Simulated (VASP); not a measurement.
Method: MS2 meta-GGA, VASP's PBE PAW potentials (set 64) (plane waves; VASP 6.6.1).

The input files of a VASP run:

### POSCAR
```
Ti
1.0
  1.4333668994  -2.4826643519   0.0000000000
  1.4333668994   2.4826643519   0.0000000000
  0.0000000000   0.0000000000   4.5364090460
Ti
2
direct
  0.3333330000   0.6666670000   0.2500000000
  0.6666670000   0.3333330000   0.7500000000
```

### INCAR
```
LMIXTAU  =  .TRUE.
SIGMA  =  0.1   # width (eV)
ISIF  =  4
ENCUT  =  520   # plane-wave cut-off (eV)
LCHARG  =  .FALSE.
SYSTEM  =  Ti
NSW  =  30
PREC  =  Accurate
NELM  =  100
EDIFF  =  1E-7   # SCF stop (eV)
ALGO  =  Normal   # blocked Davidson
IBRION  =  2
LWAVE  =  .FALSE.
LMAXMIX  =  4   # l cut-off of mixed one-centre charges
METAGGA  =  MS2
ISMEAR  =  1   # Methfessel-Paxton
LASPH  =  .TRUE.   # aspherical one-centre terms
LREAL  =  .FALSE.
EDIFFG  =  -0.01   # ionic stop
```

### KPOINTS
```
Automatic mesh
0
Gamma
14 14 8
0 0 0
```

POTCAR, in this order: Ti_sv (PBE.64 set). Program: vasp_std.

### Question
What does the run give for the energy per atom (σ→0), pressure, band gap (on the k-mesh)?

### Answer

| Item | Value |
|---|---|
| energy per atom (σ→0) | -12.583 eV/atom |
| band gap (on the k-mesh) | none (metal, semimetal or under 0.01 eV) |
| pressure | 8.28 GPa |

File OSZICAR:
```
...
DAV:  24    -0.251653436297E+02    0.12439E-05   -0.46091E-07  3040   0.820E-03    0.438E-04
DAV:  25    -0.251653423174E+02    0.13124E-05   -0.95675E-08  2232   0.429E-03    0.207E-04
DAV:  26    -0.251653418105E+02    0.50690E-06   -0.21909E-08  2112   0.226E-03    0.173E-04
DAV:  27    -0.251653425217E+02   -0.71120E-06   -0.21572E-08  2080   0.186E-03    0.134E-04
DAV:  28    -0.251653423138E+02    0.20786E-06   -0.58779E-09  2088   0.863E-04    0.886E-05
DAV:  29    -0.251653422070E+02    0.10681E-06   -0.26380E-09  2040   0.550E-04    0.594E-05
DAV:  30    -0.251653421808E+02    0.26158E-07   -0.12253E-09  2056   0.385E-04
   1 F= -.25165342E+02 E0= -.25165966E+02  d E =-.251653E+02
```

The compound is Ti in the hcp structure. This cell is one point of a volume scan, at 0.94 of the reference volume.
